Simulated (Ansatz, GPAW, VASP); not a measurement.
# Code comparison for LaCu2 (P6/mmm, 3 atoms in the cell)

Self-consistent single point.

```
LaCu2
1.0
    4.30029     0.00000     0.00000
   -2.15015     3.72416     0.00000
    0.00000     0.00000     3.85096
La Cu
1 2
Direct
  0.00000   0.00000   0.00000
  0.33333   0.66667   0.50000
  0.66667   0.33333   0.50000
```

Shared settings, as Ansatz (a first-principles code) writes them: kpoints.mp_grid.grid = 5 5 5; scf.occupations.method = fermi_dirac; scf.occupations.width = 0.05 eV. Potentials and cutoffs stand in the table.

```tsv
code	model	pressure (GPa)	cutoff
Ansatz	LDA (PW92), default PAW files made with PBE	-5.60	default
VASP	LDA (PZ), VASP's LDA PAW potentials (set 64)	-6.57	300 eV
GPAW	LDA (Perdew-Wang 92), GPAW PAW datasets LDA (gpaw-data 1.0.1)	-5.42	850 eV
```

On Ansatz's run: spin polarisation is off.

The spread over the programs that give each value: pressure within 1.15 GPa.

Ansatz's pressure is given at a fixed set of plane waves, as the other plane-wave codes print theirs; with its correction for the finite basis it is -5.56 GPa. The same LDA comes in different parametrisations, which differ slightly.

On the base mesh (9 9 9) the same programs gave: Ansatz pressure -5.40 GPa; GPAW pressure -5.21 GPa; VASP pressure -6.42 GPa.

VASP's run is marked for a possible Pulay error in its stress at this cutoff; no cutoff test was made.

The starting cell comes from a database of computed structures (which also holds hypothetical and non-ambient phases and stackings), without a prior relaxation at this level.

Left out of this page: Elk and FLEUR (not drawn, or without a comparable value).

Keys are those of Ansatz 0.2.
